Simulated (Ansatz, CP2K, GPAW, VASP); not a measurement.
KPt: 4 runs at one level of theory

```
CELL_PARAMETERS angstrom
3.00085 0.00000 0.00000
-1.50042 2.59881 0.00000
0.00000 0.00000 5.34558
ATOMIC_POSITIONS crystal
Pt 0.66667 0.33333 0.00000
K 0.00000 0.00000 0.50000
```

The cell comes from a database or a generator and needn't be the stable form of this composition.

Alike in all runs: task single point; functional PBEsol; k mesh 10 × 10 × 5; occupations gaussian, width 0.02 eV; no spin polarisation; no spin-orbit coupling. Pressure is positive in compression and, in plane waves, holds the error of the finite cutoff.

```tsv
program and potentials	plane-wave cutoff (eV)	notes	pressure (GPa)
GPAW, PAW data sets generated for this functional	600	12.5 valence electrons an atom on average	-3.88
Ansatz, all-electron LAPW, scalar-relativistic	-	-	-4.07
CP2K, POTENTIAL_UZH Pt GTH-PBE-q18, K GTH-PBE-q9; TZVP-MOLOPT-PBE-GTH basis	-	atomic basis; potentials made for PBE; 13.5 valence electrons an atom on average	-4.15
VASP, PBE PAW files K_pv, Pt, 500 eV	500	potentials made for PBE; 8.5 valence electrons an atom on average	-2.59
```

The pressure spans -4.15 (CP2K, POTENTIAL_UZH Pt GTH-PBE-q18, K GTH-PBE-q9; TZVP-MOLOPT-PBE-GTH basis) to -2.59 GPa (VASP, PBE PAW files K_pv, Pt, 500 eV), with all-electron results at -4.07. Rows in atomic bases carry the error of their basis and grid, which can be large.

The functional is the same throughout but for its coding, so the spread measures potentials, basis and numerics; runs on potential files found faulty are left out.
